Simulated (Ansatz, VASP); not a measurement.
# Cross-check of PtSe2 between VASP and Ansatz, part 2 of 2

Aim: how closely do two programs agree when they are given the same cell, functional and k mesh? The start cell is built, not measured: As first built, before any earlier steps moved the atoms (in the runner's words): it takes the PtS2 structure with some of its atoms replaced by other elements, volume scaled by an estimate. The cell is taken from a series of VASP runs on this material, whose earlier steps may have relaxed, scaled or displaced it; both programs get it as it stands. Other levels of theory on this material are compared in a session of their own.

VASP 6.6.1 and Ansatz 0.2.0.

So far. Step 2 (VASP: band structure, PBE): The run ends at a pressure of -0.02 GPa, with forces up to 0.036 eV/Å.

## Step 5: VASP: band structure, PBE, spin-orbit coupling

Level of this step: PBE, spin-orbit coupling; plane waves and PAW (Pt, Se) (VASP).

With cell and atoms fixed, the geometry can't cause a difference; cores, projectors, grids and the points listed under the comparison can.

File INCAR:

```
SYSTEM = PtSe2
PREC = Accurate
ENCUT = 400
EDIFF = 1E-06
NELM = 100
ISMEAR = 0
SIGMA = 0.02
LREAL = .FALSE.
ALGO = Normal
GGA = PE
LNONCOLLINEAR = .TRUE.
MAGMOM = 0 0 0 0 0 0 0 0 0
NBANDS = 34
GGA_COMPAT = .FALSE.
LASPH = .TRUE.
LSORBIT = .TRUE.
LMAXMIX = 4
LORBIT = 11
LWAVE = .FALSE.
LCHARG = .FALSE.
KPAR = 4
```

File POSCAR:

```
PtSe2
1.0
    3.7845975877      0.0000000000      0.0000000000
   -1.8922987938      3.2775575000      0.0000000000
    0.0000000000      0.0000000000      5.3840240956
Pt Se
1 2
Direct
    0.0000000000      0.0000000000      0.0000000000
    0.3333333300      0.6666666700      0.2389777842
    0.6666666700      0.3333333300      0.7610222158
```

File KPOINTS:

```
Automatic mesh
0
Gamma
7 7 4
0 0 0
```

File KPOINTS_OPT:

```
Line mode
16
Line-mode
Reciprocal
  0.00000000   0.00000000   0.00000000 GAMMA
  0.50000000   0.00000000   0.00000000 M

  0.50000000   0.00000000   0.00000000 M
  0.33333333   0.33333333   0.00000000 K

  0.33333333   0.33333333   0.00000000 K
  0.00000000   0.00000000   0.00000000 GAMMA

  0.00000000   0.00000000   0.00000000 GAMMA
  0.00000000   0.00000000   0.50000000 A

  0.00000000   0.00000000   0.50000000 A
  0.50000000   0.00000000   0.50000000 L

  0.50000000   0.00000000   0.50000000 L
  0.33333333   0.33333333   0.50000000 H

  0.33333333   0.33333333   0.50000000 H
  0.00000000   0.00000000   0.50000000 A

  0.50000000   0.00000000   0.50000000 L
  0.50000000   0.00000000   0.00000000 M

  0.33333333   0.33333333   0.00000000 K
  0.33333333   0.33333333   0.50000000 H
```

The projector-augmented-wave data sets are Pt and Se (PBE family, release 64).

Launch:

```
$ mpirun -np 4 vasp_ncl
```

Numbers of over 12 decimals in the logs are rounded to 6 here.

Log:

```text
[... set-up lines as in an earlier step ...]
 entering main loop
       N       E                     dE             d eps       ncg     rms          rms(c)
DAV:   1     0.101496669374E+03    0.10150E+03   -0.83121E+03  1904   0.917E+02
DAV:   2    -0.948454071554E+01   -0.11098E+03   -0.10512E+03  2298   0.203E+02
DAV:   3    -0.154697790523E+02   -0.59852E+01   -0.58767E+01  2308   0.461E+01
DAV:   4    -0.155353026546E+02   -0.65524E-01   -0.65457E-01  2266   0.534E+00
[...]
DAV:  12    -0.146758010099E+02   -0.55983E-05   -0.12697E-05  2278   0.366E-02    0.165E-02
DAV:  13    -0.146758049586E+02   -0.39488E-05   -0.43037E-06  2048   0.135E-02    0.741E-03
DAV:  14    -0.146758058535E+02   -0.89488E-06   -0.14089E-06  2008   0.793E-03
   1 F= -.14675806E+02 E0= -.14675698E+02  d E =-.216332E-03  mag=     0.0000    -0.0000     0.0000
 Start KPOINTS_OPT (optional k-point list driver)
k-point batch [1-28\144]
       N       E                     dE             ncg
DAV:   1     0.306448535339E+04   -0.82832E+04     1912
DAV:   2    -0.390956366590E+02   -0.31036E+04     2346
DAV:   3    -0.196922481451E+03   -0.15783E+03     2308
DAV:   4    -0.198594101938E+03   -0.16716E+01     2128
DAV:   5    -0.198625427128E+03   -0.31325E-01     2330
DAV:   6    -0.198626145693E+03   -0.71857E-03     2176
DAV:   7    -0.198626169557E+03   -0.23864E-04     2158
DAV:   8    -0.198626170400E+03   -0.84312E-06     1608
[...]
k-point batch [141-144\144]
       N       E                     dE             ncg
DAV:   1     0.158528732486E+05   -0.23788E+04      272
DAV:   2     0.154244631905E+05   -0.42841E+03      322
DAV:   3     0.154053025470E+05   -0.19161E+02      328
DAV:   4     0.154051071320E+05   -0.19541E+00      316
DAV:   5     0.154051035428E+05   -0.35892E-02      304
DAV:   6     0.154051034257E+05   -0.11709E-03      312
DAV:   7     0.154051034213E+05   -0.43916E-05      312
DAV:   8     0.154051034211E+05   -0.16774E-06      248
```

From OUTCAR (step 5):

```text
  Total        0.0575299      0.0575299      0.3957448      0.0000000     -0.0000000      0.0000000
  in kB        1.3801531      1.3801530      9.4939909      0.0000000     -0.0000000      0.0000000
  external PRESSURE =       4.0847657 kB  Pullay stress =       0.0000000 kB

 POSITION                                       TOTAL-FORCE (eV/Angst)
 -----------------------------------------------------------------------------------
      0.00000      0.00000      0.00000         0.000000      0.000000      0.000000
     -0.00000      2.18504      1.28666         0.000000      0.000000      0.053684
      1.89230      1.09252      4.09736        -0.000000     -0.000000     -0.053684
 -----------------------------------------------------------------------------------
    total drift:                                0.000000      0.000000      0.000000

  FREE ENERGIE OF THE ION-ELECTRON SYSTEM (eV)
  ---------------------------------------------------
  free  energy   TOTEN  =       -14.6758058535 eV

  energy  without entropy=      -14.6755895213  energy(sigma->0) =      -14.67569769

 magnetization (x)
# of ion       s       p       d       tot
------------------------------------------
    1       -0.000   0.000   0.000  -0.000
    2       -0.000   0.000   0.000  -0.000
    3       -0.000  -0.000   0.000  -0.000
--------------------------------------------------
tot         -0.000  -0.000   0.000  -0.000

 magnetization (y)
# of ion       s       p       d       tot
------------------------------------------
    1        0.000   0.000   0.000   0.000
    2        0.000   0.000   0.000   0.000
    3        0.000   0.000   0.000   0.000
--------------------------------------------------
tot          0.000   0.000   0.000   0.000

 magnetization (z)
# of ion       s       p       d       tot
------------------------------------------
    1        0.000   0.000  -0.000  -0.000
    2        0.000   0.000   0.000   0.000
    3        0.000   0.000   0.000   0.000
--------------------------------------------------
tot          0.000   0.000  -0.000  -0.000

[... 1 part as in an earlier step ...]

[... 2 further parts left out ...]
[key lines of the parts left out:]
E-fermi :   5.3724
```

The run ends at a pressure of 0.41 GPa, with forces up to 0.054 eV/Å.

## Step 6: Ansatz: band structure, PBE, spin-orbit coupling

The same cell, functional, mesh and smearing now go to Ansatz, which takes its cutoff from its data sets.

The cell is taken from a series of VASP runs on this material, whose earlier steps may have relaxed, scaled or displaced it; both programs get it as it stands.

File input.yaml:

```yaml
crystal:
  lattice:
    - [3.7845975877, 0.0, 0.0]
    - [-1.8922987938, 3.2775575, 0.0]
    - [0.0, 0.0, 5.3840240956]
  atoms:
    - { symbol: Pt, position: [0.0, 0.0, 0.0] }
    - { symbol: Se, position: [0.33333333, 0.66666667, 0.2389777842] }
    - { symbol: Se, position: [0.66666667, 0.33333333, 0.7610222158] }
hamiltonian:
  xc: pbe
  pseudopotentials: { kind: paw_fr }
magnetization:
  noncollinear: true
  spin_orbit: true
kpoints:
  mp_grid: { grid: [7, 7, 4] }
  band_path:
    path:
      - [0.0, 0.0, 0.0]
      - [0.13333, 0.0, 0.0]
      - [0.3, 0.0, 0.0]
      - [0.46667, 0.0, 0.0]
      - [0.46667, 0.06667, 0.0]
      - [0.41111, 0.17778, 0.0]
      - [0.35556, 0.28889, 0.0]
      - [0.28889, 0.28889, 0.0]
      - [0.17778, 0.17778, 0.0]
      - [0.06667, 0.06667, 0.0]
      - [0.0, 0.0, 0.03333]
      - [0.0, 0.0, 0.2]
      - [0.0, 0.0, 0.36667]
      - [0.0, 0.0, 0.5]
      - [0.16667, 0.0, 0.5]
      - [0.3, 0.0, 0.5]
      - [0.46667, 0.0, 0.5]
      - [0.46667, 0.06667, 0.5]
      - [0.41111, 0.17778, 0.5]
      - [0.35556, 0.28889, 0.5]
      - [0.28889, 0.28889, 0.5]
      - [0.17778, 0.17778, 0.5]
      - [0.06667, 0.06667, 0.5]
      - [0.5, 0.0, 0.46667]
      - [0.5, 0.0, 0.3]
      - [0.5, 0.0, 0.13333]
      - [0.33333, 0.33333, 0.0]
      - [0.33333, 0.33333, 0.16667]
      - [0.33333, 0.33333, 0.33333]
      - [0.33333, 0.33333, 0.5]
    npoints: 1
scf:
  occupations: { method: gaussian, width: 0.02 }
  n_extra_bands: 14
output:
  forces: true
  stress: true
  eigenvalues: true
  write_density: true
  write_potential: true
  elf: true
  volumetric_format: npy
```

Launch:

```
$ ansatz run input.yaml --threads 2 --pin off --max-ram 4608MiB --backend cpu --events-out ev --progress --plain --runs-dir out
```

Log:

```text
[...]
non-collinear run that drives no moment, with spin-orbit: no starting moment large enough to seed its density (crystal.atoms[].spin), no starting occupations that ask for one, no magnetisation constraint and no magnetic field, so the semilocal B_xc is pinned to zero
Crystal: 3 atoms, lattice volume = 66.785 Å³
[...]
k-point 1: bands = [... 46 lower, 10.6336, 10.6336, 10.7237, 10.7237, 13.3776, 13.3776, 13.4512, 13.4512, ... 10 higher]
  k-point 2: bands = [... 46 lower, 10.0898, 10.0898, 10.5056, 10.5056, 13.6366, 13.6366, 13.7039, 13.7039, ... 10 higher]
  k-point 27: bands = [... 46 lower, 9.1913, 9.1913, 9.6153, 9.6153, 13.0571, 13.0571, 13.2366, 13.2366, ... 10 higher]
[key lines of the parts left out:]
SCF converged after 8 iterations
Magnetization: |M| = 0.0000 μB,  M = (+0.0000, +0.0000, +0.0000) μB
Free energy (F): -23497.282213 eV
Fermi energy:    11.571810 eV
P = ⅓ Tr σ = 0.3650 GPa (3.650 kbar)
```

The job ended after 43 s (2 threads of Arm Neoverse N1, shared host; peak memory 0.6 GiB).

## Step 7: Comparison

What differs besides the data sets and the points named for the pairs above, as far as they apply: spin-orbit coupling enters by fully relativistic files in Ansatz and inside the spheres in VASP; the data sets hold 50 valence electrons in Ansatz (fully relativistic PAW (standard-fr) files) and 22 in VASP. Total energies have different zeros and are not compared.

Both answers:

```tsv
quantity	Ansatz	VASP	difference
pressure (GPa)	0.36	0.41	-0.04
```

Forces (eV/Å; atoms numbered as in POSCAR):

```tsv
atom	Ansatz x, y, z	VASP x, y, z
Pt1	0.000, 0.000, 0.000	0.000, 0.000, 0.000
Se2	0.000, 0.000, 0.038	0.000, 0.000, 0.054
Se3	0.000, 0.000, -0.038	0.000, 0.000, -0.054
```

The forces differ by 7.4 meV/Å r.m.s., which is 29.1 % of the r.m.s. force of 0.03 eV/Å (both taken over all components). Levels from 3 eV below to 2 eV above the Fermi level differ by 16 meV r.m.s. and 36 meV at most; each VASP level is matched to the nearest of Ansatz, which flatters the figure a little. Ansatz's pressure holds a Pulay correction of 0.03 GPa; VASP's holds none.

## Step 8: VASP: band structure, r2SCAN, spin-orbit coupling

With cell and atoms fixed, the geometry can't cause a difference; cores, projectors, grids and the points listed under the comparison can.

INCAR, as its differences from that of step 5:

```diff
@@ -9,3 +9,4 @@
 ALGO = Normal
-GGA = PE
+METAGGA = R2SCAN
+LASPH = .TRUE.
 LNONCOLLINEAR = .TRUE.
@@ -14,3 +15,2 @@
 GGA_COMPAT = .FALSE.
-LASPH = .TRUE.
 LSORBIT = .TRUE.
```

POSCAR is that of step 5.

KPOINTS is that of step 5.

KPOINTS_OPT is that of step 5.

Launch:

```
$ mpirun -np 4 vasp_ncl
```

Log:

```text
[banner, memory and clock lines left out]
running    4 mpi-ranks, on    1 nodes
[...]
|                                                                             |
|               ----> ADVICE to this user running VASP <----                  |
|                                                                             |
|     You enforced a specific xc type in the INCAR file but a different       |
|     [... a line on the potential file left out ...]
|     I HOPE YOU KNOW WHAT YOU ARE DOING!                                     |
|                                                                             |

 LDA part: xc-table for (None), standard interpolation
 POSCAR, INCAR and KPOINTS ok, starting setup
[...]
entering main loop
       N       E                     dE             d eps       ncg     rms          rms(c)
DAV:   1     0.319090626963E+02    0.31909E+02   -0.85202E+03  1904   0.941E+02
DAV:   2    -0.818975167235E+02   -0.11381E+03   -0.10775E+03  2306   0.208E+02
[...]
DAV:  15    -0.818536954238E+02   -0.43455E-07   -0.23070E-07  1062   0.347E-03
   1 F= -.81853695E+02 E0= -.81853582E+02  d E =-.226254E-03  mag=     0.0000     0.0000     0.0000
 Start KPOINTS_OPT (optional k-point list driver)
k-point batch [1-28\144]
       N       E                     dE             ncg
DAV:   1     0.290683396163E+04   -0.84408E+04     1912
DAV:   2    -0.326570795748E+03   -0.32334E+04     2354
DAV:   3    -0.487179524940E+03   -0.16061E+03     2288
DAV:   4    -0.488853373516E+03   -0.16738E+01     2132
DAV:   5    -0.488887465839E+03   -0.34092E-01     2382
DAV:   6    -0.488888198534E+03   -0.73270E-03     2152
DAV:   7    -0.488888224217E+03   -0.25683E-04     2204
DAV:   8    -0.488888225060E+03   -0.84291E-06     1510
[...]
k-point batch [141-144\144]
       N       E                     dE             ncg
DAV:   1     0.158282054869E+05   -0.24034E+04      272
DAV:   2     0.153827086372E+05   -0.44550E+03      322
DAV:   3     0.153633262646E+05   -0.19382E+02      336
DAV:   4     0.153631334062E+05   -0.19286E+00      316
DAV:   5     0.153631294922E+05   -0.39140E-02      302
DAV:   6     0.153631293549E+05   -0.13733E-03      322
DAV:   7     0.153631293493E+05   -0.55707E-05      312
DAV:   8     0.153631293491E+05   -0.22889E-06      272
```

Parts of OUTCAR (step 8):

```text
  Total       -1.1584434     -1.1584433     -0.1283044     -0.0000000      0.0000000     -0.0000000
  in kB      -27.7912692    -27.7912665     -3.0780451     -0.0000000      0.0000000     -0.0000000
  external PRESSURE =     -19.5535269 kB  Pullay stress =       0.0000000 kB

 POSITION                                       TOTAL-FORCE (eV/Angst)
 -----------------------------------------------------------------------------------
      0.00000      0.00000      0.00000        -0.000000      0.000000      0.000000
     -0.00000      2.18504      1.28666         0.000000     -0.000000     -0.100891
      1.89230      1.09252      4.09736         0.000000      0.000000      0.100891
 -----------------------------------------------------------------------------------
    total drift:                               -0.000000      0.000000      0.000000

  FREE ENERGIE OF THE ION-ELECTRON SYSTEM (eV)
  ---------------------------------------------------
  free  energy   TOTEN  =       -81.8536954238 eV

  energy  without entropy=      -81.8534691701  energy(sigma->0) =      -81.85358230

 magnetization (x)
# of ion       s       p       d       tot
------------------------------------------
    1        0.000   0.000   0.000   0.000
    2       -0.000   0.000   0.000  -0.000
    3       -0.000   0.000   0.000  -0.000
--------------------------------------------------
tot         -0.000   0.000   0.000  -0.000

 magnetization (y)
# of ion       s       p       d       tot
------------------------------------------
    1        0.000   0.000   0.000   0.000
    2        0.000   0.000  -0.000   0.000
    3        0.000   0.000  -0.000   0.000
--------------------------------------------------
tot          0.000   0.000  -0.000   0.000

 magnetization (z)
# of ion       s       p       d       tot
------------------------------------------
    1        0.000   0.000   0.000   0.000
    2        0.000   0.000   0.000   0.000
    3        0.000   0.000   0.000   0.000
--------------------------------------------------
tot          0.000   0.000   0.000   0.000

[... 2 parts as in an earlier step ...]

[... 1 further part left out ...]
[key lines of the parts left out:]
E-fermi :   5.2471
```

The run ends at a pressure of -1.96 GPa, with forces up to 0.10 eV/Å.

## Step 9: Ansatz: band structure, r2SCAN, spin-orbit coupling

The same cell, functional, mesh and smearing now go to Ansatz, which takes its cutoff from its data sets.

The cell is taken from a series of VASP runs on this material, whose earlier steps may have relaxed, scaled or displaced it; both programs get it as it stands.

input.yaml, as its differences from that of step 6:

```diff
@@ -10,3 +10,3 @@
 hamiltonian:
-  xc: pbe
+  xc: r2scan
   pseudopotentials: { kind: paw_fr }
```

Launch:

```
$ ansatz run input.yaml --threads 2 --pin off --max-ram 4608MiB --backend cpu --events-out ev --progress --plain --runs-dir out
```

Log:

```text
[...]
Crystal: 3 atoms, lattice volume = 66.785 Å³
Basis set: ecut = 500 eV, 1651 PW (Γ), exchange–correlation on 120×120×160 points (64 copies of the dense FFT grid, shifted against one another)
Bands: 64, of which v1, the nominal top of the filled ones, is band 50 counted from 1 (49 counted from 0)
[...]
k-point 1: bands = [... 46 lower, 10.3120, 10.3120, 10.4906, 10.4906, 13.2474, 13.2474, 13.3278, 13.3278, ... 10 higher]
  k-point 2: bands = [... 46 lower, 9.7708, 9.7708, 10.1818, 10.1818, 13.5104, 13.5104, 13.5848, 13.5848, ... 10 higher]
  k-point 27: bands = [... 46 lower, 8.8079, 8.8079, 9.2373, 9.2373, 12.9292, 12.9292, 13.1171, 13.1171, ... 10 higher]
[key lines of the parts left out:]
SCF converged after 8 iterations
Magnetization: |M| = 0.0000 μB,  M = (+0.0000, +0.0000, +0.0000) μB
Free energy (F): -23462.930135 eV
Fermi energy:    11.448250 eV
P = ⅓ Tr σ = -2.0837 GPa (-20.837 kbar)
```

Elapsed: 78 s, on 2 threads; peak memory 0.81 GiB; 2.6 min of CPU time.

## Step 10: Side by side

What differs besides the data sets and the points named for the pairs above, as far as they apply: VASP keeps PBE cores, Ansatz makes them for the functional; the cutoff is 500 eV in Ansatz and 400 eV in VASP. Total energies have different zeros and are not compared.

Compared:

```tsv
quantity	Ansatz	VASP	difference
pressure (GPa)	-2.08	-1.96	-0.13
```

Forces (eV/Å; atoms numbered as in POSCAR):

```tsv
atom	Ansatz x, y, z	VASP x, y, z
Pt1	0.000, 0.000, 0.000	0.000, 0.000, 0.000
Se2	0.000, 0.000, -0.132	0.000, 0.000, -0.101
Se3	0.000, 0.000, 0.132	0.000, 0.000, 0.101
```

The forces differ by 15 meV/Å r.m.s., which is 31.2 % of the r.m.s. force of 0.05 eV/Å (both taken over all components). Levels from 3 eV below to 2 eV above the Fermi level differ by 16 meV r.m.s. and 31 meV at most; each VASP level is matched to the nearest of Ansatz, which flatters the figure a little.

## Step 11: What the set-up changes

Further runs change the set-up of one program: Ansatz's method, potentials or start, or VASP's data sets, cutoff or form of LDA. The table gives Ansatz less VASP for each quantity, since a change that brings one quantity closer may part another.

```tsv
run	r.m.s. force difference (meV/Å)	pressure (GPa)
as above	15	-0.13
cores kept as stored	16	-0.16
Ansatz's larger PAW set (cutoff 900 eV)	14	-0.10
```

## Step 12: Summary of results

* r.m.s. difference of levels near the Fermi level (band structure, PBE): 9.9 meV
* r.m.s. difference of levels near the Fermi level (band structure, PBE, spin-orbit coupling): 16 meV
* r.m.s. force difference (band structure, PBE, spin-orbit coupling): 7.4 meV/Å
* r.m.s. force difference (band structure, r2SCAN, spin-orbit coupling): 15 meV/Å

In words: The r.m.s. force difference is 15 meV/Å (band structure, r2SCAN, spin-orbit coupling), beyond the 12 meV/Å picked in this series as the mark of a large difference. For band structure, r2SCAN, spin-orbit coupling, no further run moves any of the tabulated differences by more than a quarter of its size. 7 further runs of this series are not shown here. How closely two codes agree says nothing of how well the functional describes the real material.

[Lines on the potential files, build, host, timing and source positions are cut from VASP's logs without a mark.]

[Logs are printed without paths, hosts, clocks, repeated set-up lines and the standing remarks that a program may print on its own settings, such as how far it seeks lower states.]

[Hosts, paths, dates, database ids (printed as entryN), source tags and the programs' standing remarks are cut or masked in the printed files.]
